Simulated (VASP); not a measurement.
An input for Quantum ESPRESSO's pw.x (written as the equivalent of a VASP run, and not itself run):

```
&CONTROL
  calculation = 'vc-relax'
  pseudo_dir = './pseudo'
  outdir = './out'
  tprnfor = .true.
  tstress = .true.
  nstep = 60
  forc_conv_thr = 0.00039
/
&SYSTEM
  ibrav = 0
  nat = 2
  ntyp = 2
  ecutwfc = 84
  occupations = 'smearing'
  smearing = 'methfessel-paxton'
  degauss = 0.00735
  input_dft = 'pbe'
  vdw_corr = 'grimme-d3'
  dftd3_version = 3
  dftd3_threebody = .false.
/
&ELECTRONS
  conv_thr = 7.3e-08
  electron_maxstep = 100
/
&IONS
/
&CELL
/
ATOMIC_SPECIES
  Zn 65.380 Zn.upf
  Au 196.967 Au.upf
CELL_PARAMETERS angstrom
     3.1500000    0.0000000    0.0000000
     0.0000000    3.1500000    0.0000000
     0.0000000    0.0000000    3.1500000
ATOMIC_POSITIONS crystal
  Zn   0.5000000  0.5000000  0.5000000
  Au   0.0000000  0.0000000  0.0000000
K_POINTS automatic
  10 10 10 0 0 0
```

Task: Translate this input to VASP (INCAR, KPOINTS, POSCAR, choice of POTCAR).

Result: This is not unique; one that fits is 
### POSCAR
```
AuZn
1.0
  3.1500000000   0.0000000000   0.0000000000
  0.0000000000   3.1500000000   0.0000000000
  0.0000000000   0.0000000000   3.1500000000
Zn Au
1 1
Cart
  1.5750000000   1.5750000000   1.5750000000
  0.0000000000   0.0000000000   0.0000000000
```

**KPOINTS**
```
Regular mesh
0
gamma
  10 10 10
0 0 0
```

**INCAR**
```
SYSTEM=AuZn
PREC=Accurate; ENCUT=520; LREAL=.FALSE.
LASPH=.TRUE.
EDIFF=1E-6; NELM=100; ALGO=Normal
LMAXMIX=6
ISMEAR=1; SIGMA=0.1
GGA=PE; IVDW=11
IBRION=2; NSW=60; ISIF=3
EDIFFG=-0.01
LWAVE=.FALSE.; LCHARG=.FALSE.
```

POTCAR, in this order: Zn Au (PBE.64 set). Program: vasp_std.

The two are equivalent in intent, not identical: the potentials are each code's own (VASP's PAW set, PseudoDojo norm-conserving files in pw.x), so ENCUT and ecutwfc are chosen apart and not converted; conv_thr bounds pw.x's estimated SCF error, while EDIFF bounds the energy change between steps; forc_conv_thr acts on force components and is met together with etot_conv_thr.

The compound is AuZn in the CsCl type structure. This run relaxes it. Symmetry was kept, so distortions that lower it aren't found.
